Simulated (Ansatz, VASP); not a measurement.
# Cross-check of TaN between VASP and Ansatz

Aim: how closely do two programs agree when they are given the same cell, functional and k mesh? The cell is taken from a series of runs on this material, whose earlier steps may have relaxed, scaled, displaced or heated it; both programs get it as it stands.

Calculated with Ansatz 0.2.0; plane waves, with VASP 6.6.1 beside it; zone-centre phonons at PBEsol.

### Step 1. Set-up

The structure is orthorhombic, space group Immm (No. 71). The conventional cell has a = 3.012 Å, b = 3.217 Å, c = 4.358 Å, α = 90.00°, β = 90.00°, γ = 90.00°. Nearest to N lie 6 Ta at 2.18 to 2.20 Å. Ta has 6 N at 2.18 to 2.20 Å nearest. Farther neighbours and most contacts between anions are not listed.

### Step 2. Ansatz: zone-centre phonons, PBEsol

Ansatz runs on its PAW soft_1 files.

Second derivatives magnify differences that forces hide, and they need a tight electronic threshold.

Input file input.yaml:

```yaml
crystal:
  lattice:
    - [0.0725259838, 2.2023634897, 2.1789044448]
    - [2.2023634897, 0.0725259838, 2.1789044448]
    - [2.2748894734, 2.2748894734, -2.0e-10]
  atoms:
    - { symbol: "N", position: [0.0, 0.0, 0.0] }
    - { symbol: Ta, position: [0.5, 0.5, 0.5] }
kpoints:
  mp_grid: { grid: [16, 16, 16] }
hamiltonian:
  xc: pbesol
  pseudopotentials: { kind: paw, azcp: { folder: soft_1 }, xc_functional: pbe }
scf:
  occupations: { method: methfessel_paxton, width: 0.2 }
output:
  eigenvalues: true
phonons:
  method: dfpt
```

Launch:

```console
ansatz run input.yaml --threads 4 --pin off --max-ram 10240MiB --backend cpu --events-out ev --progress --plain --runs-dir out
```

Numbers of over 12 decimals in the logs are rounded to 6 here.

The log of the run:

```text
zone centre: on kpoints.mp_grid the ground state, and the responses unless they are solved on pairs of k-points, stand on 1098 of the mesh's 4096 k-points, reduced under 4 symmetry operations, with k and −k counted as one. Each operation leaves every solved displacement unchanged or reverses it
Engine: ansatz 0.2.0, aarch64-unknown-linux-gnu
Pseudopotentials: kind: paw
Pseudopotential: N, paw, valence charge 5, recommended cutoff 420 eV (normal), soft_1/N.paw.azcp
Pseudopotential: Ta, paw, valence charge 13, recommended cutoff 420 eV (normal), soft_1/Ta.paw.azcp
Functional definition: PBEsol
  exchange = pbesol_x
  correlation = pbesol_c
Crystal: 2 atoms, lattice volume = 21.114 Å³
Basis set: ecut = 420 eV, 411 PW (Γ), exchange–correlation on 48×48×48 points (8 copies of the dense FFT grid, shifted against one another)
Bands: 13, of which v1, the nominal top of the filled ones, is band 9 counted from 1 (8 counted from 0)
Symmetry: 8 space group operations
k-points: 1098 of 4096 (irreducible under 4 space group operations)
Non-local potential: N, projectors of the file, l = 0: 2, l = 1: 2, l = 2: 1
Non-local potential: Ta, projectors of the file, l = 0: 3, l = 1: 2, l = 2: 2, l = 3: 1
PAW form: soft (Blöchl's): semilocal exchange-correlation on the pseudo side does not see the compensation charge
PAW frozen core: N, regenerated for the run's functional, and the local potential with it (the file was generated under x = pbe(κ = 0.804, μ = 0.219515), c = pbe(β = 0.066725))
PAW frozen core: Ta, regenerated for the run's functional, and the local potential with it (the file was generated under x = pbe(κ = 0.804, μ = 0.219515), c = pbe(β = 0.066725))
PAW one-centre angular grid: N, 110 points (default); XC on 64 Gauss nodes
PAW one-centre angular grid: Ta, 590 points (default); XC on 64 Gauss nodes
Initial density: superposition of atomic densities (chi_scale 0.1, normalization cell, long waves kept (reshape's long-wave potential 0.00 eV rms))
Initial wavefunctions: pseudopotential atomic-orbital guess
Functional: x = pbesol(κ = 0.804, μ = 0.123457), c = pbesol(β = 0.046)
SCF iter   1: F=—  HF=-10188.046092 eV  |F-HF|=—  |Δ(HF+E_count)|=         —  Δρ=4.77e-2  dr2=4.63e-1  ethr=3.10e-3  ⟨swp⟩=5.0  Hψ=152470  notcnv=0  defer=1
automatic band count: the SCF goes on with 17 bands, as 13 were too few: the levels above may hold too much charge
preconditioner: auto → none  [metal: Δε(μ)=0.003 eV  Ē_g=15.877 eV  σ=0.200 eV  W_gap=0.01  n_scr=8 (ndim 8)  ℏωp=25.6 eV  f_vac=0.000  D(μ)=0.82/eV (n_scr^D=8)  sad-step TF]
SCF iter   2: F=—  HF=-10188.019593 eV  |F-HF|=—  |Δ(HF+E_count)|=   2.65e-2  S|Δr|=    0.00e0  Δρ=3.38e-2  dr2=2.70e-1  ethr=2.57e-3  ⟨swp⟩=1.0  Hψ=27450  notcnv=0  defer=2
SCF iter   3: F=—  HF=-10187.959282 eV  |F-HF|=—  |Δ(HF+E_count)|=   6.03e-2  S|Δr|=    0.00e0  Δρ=2.96e-3  dr2=4.22e-4  ethr=1.50e-3  ⟨swp⟩=2.5  Hψ=24692  notcnv=0  defer=2
SCF iter   4: F=—  HF=-10187.959539 eV  |F-HF|=—  |Δ(HF+E_count)|=   2.58e-4  S|Δr|=    0.00e0  Δρ=5.71e-4  dr2=7.60e-5  ethr=2.34e-6  ⟨swp⟩=2.6  Hψ=32886  notcnv=0  defer=1129
SCF iter   5: F=—  HF=-10187.959527 eV  |F-HF|=—  |Δ(HF+E_count)|=   1.28e-5  S|Δr|=    0.00e0  Δρ=6.35e-5  dr2=7.69e-7  ethr=4.22e-7  ⟨swp⟩=2.1  Hψ=19980  notcnv=0  defer=1129
SCF iter   6: F=—  HF=-10187.959525 eV  |F-HF|=—  |Δ(HF+E_count)|=   1.36e-6  S|Δr|=    0.00e0  Δρ=1.26e-5  dr2=7.99e-9  ethr=4.27e-9  ⟨swp⟩=2.4  Hψ=24727  notcnv=0  defer=1277
SCF iter   7: F=—  HF=-10187.959525 eV  |F-HF|=—  |Δ(HF+E_count)|=   3.43e-9  S|Δr|=    0.00e0  Δρ=9.68e-7  dr2=5.94e-11  ethr=4.44e-11  ⟨swp⟩=2.2  Hψ=25309  notcnv=0  defer=1277
SCF iter   8: F=-10187.959525 eV  HF=-10187.959525 eV  |F-HF|=0.00e0  |Δ(HF+E_count)|=  3.09e-11  S|Δr|=    0.00e0  Δρ=4.92e-8  dr2=4.67e-13  ethr=1.00e-12  ⟨swp⟩=9.2  Hψ=83912  notcnv=0
SCF 1 converged in 8 iterations: F = -10187.959525 eV  dr2 = 4.67e-13
  greatest PAW one-centre occupation: 0.999 electrons in one spin orbital (limit 2), on the Ta atom at site 1 (counted from 0), in its partial waves of l = 0
DFPT response loops at Γ: preconditioner auto → Kerker (q_TF=auto, 2.657 Å⁻¹) (partly filled bands, converged f_vac=0.000); β = 1.00, the filter's whole step (`scf.mixing.beta` (0.50) is not read by the response loops under this deck's `scf.mixing.preconditioner`; to damp them name `kerker` or `kerker_dos`, under which they read `scf.mixing.beta`, and type it under 1.00, their step now; both keys bind the ground state too); Broyden in place of MSR1
SCF converged after 8 iterations
Stability not checked: this state was not tested for a lower state beside it, because cold or Methfessel-Paxton smearing, or corrected tetrahedra, fill the levels in a way that the test cannot read (fill_not_monotonic; see scf.lower_state_search)
Free energy (F): -10187.959525 eV
Harris-Foulkes:  -10187.959525 eV  (|F-HF|=0.00e0)
Internal energy: -10187.958775 eV  (E = F + TS)
E sigma→0 (E₀):  -10187.959338 eV
Entropy (-TS):   -0.000750 eV (-0.375 meV/atom)
Fermi energy:    21.546376 eV
--- Per-component energies (eV) ---
  E_band       = -45.935318
  E_kinetic    = 524.987449
  E_local      = -565.672798  (includes V_loc(G=0)·N_el)
  E_nonlocal   = 26.448915
  E_hartree    = 201.985145
  E_xc         = -379.159523
  E_vxc        = -310.430253  (∫ρ·V_xc dr)
  E_paw        = -8304.653002  (= ΣΔE_a)
  E_vpaw       = -125.239839  (= ΣTr[D̂ρ^β])
  E_aug_tail   = 0.000921  (compensation charges beyond the density's cutoff)
  E_ewald      = -1692.137693
  E_core_change = 0.241812  (= ΣΔE_core)
  E_smearing   = -0.000750  (= −TS)
  E_closure    = 0.000000  (closes the sum)
  Σ components = -10187.959525   (vs F -10187.959525, Δ=0.00e0)
--- Band table (eV; the first three rows and the last of 1098) ---
  k-point 0: bands = [... 5 lower, 17.5774, 17.7766, 17.9583, 18.8927, 19.3884, 19.9439, 21.6099, 21.7367, ... 4 higher]
  k-point 1: bands = [... 5 lower, 17.0545, 17.3661, 17.6421, 19.1923, 19.6259, 20.0929, 21.9816, 22.1014, ... 4 higher]
  k-point 2: bands = [... 5 lower, 16.0100, 16.6375, 16.9805, 19.6436, 20.0293, 20.4469, 22.8911, 23.0113, ... 4 higher]
  k-point 1097: bands = [... 5 lower, 15.0142, 16.0232, 16.6533, 17.2187, 23.7683, 25.2114, 25.2138, 26.2474, ... 4 higher]
--- Phonons (Γ-DFPT): 4 representative perturbations + reference, on 1098 of 4096 k-points (Σ response iterations 12) ---
  k mesh reduced under 4 symmetry operations, with k and −k counted as one. Each operation leaves every solved displacement unchanged or reverses it
  ASR residual: 4.034e-5 → 0.000e0 eV/Å²; symmetrization residual: 8.957e-7 eV/Å²
  ASR residual per site (eV/Å²): 4.03e-5 1.85e-5
  Γ frequencies (cm⁻¹): 0.00 0.00 0.00 378.25 408.04 421.19
  non-analytic LO–TO correction: not included (Born effective charges unavailable; polar crystals: no LO–TO splitting at Γ)
```

In the SCF lines HF is the Harris–Foulkes energy and dr2 the Hartree energy of the density residual, in eV; the loop may stop once dr2 is under the threshold and the program's other checks hold. Hψ counts applications of the Hamiltonian.

[end of part 1 of 2]

[Lines on the potential files, build, host, timing and source positions are cut from VASP's logs without a mark.]

[Logs are printed without paths, hosts, clocks, repeated set-up lines and the standing remarks that a program may print on its own settings, such as how far it seeks lower states.]

[Hosts, paths, dates, database ids (printed as entryN), source tags and the programs' standing remarks are cut or masked in the printed files.]
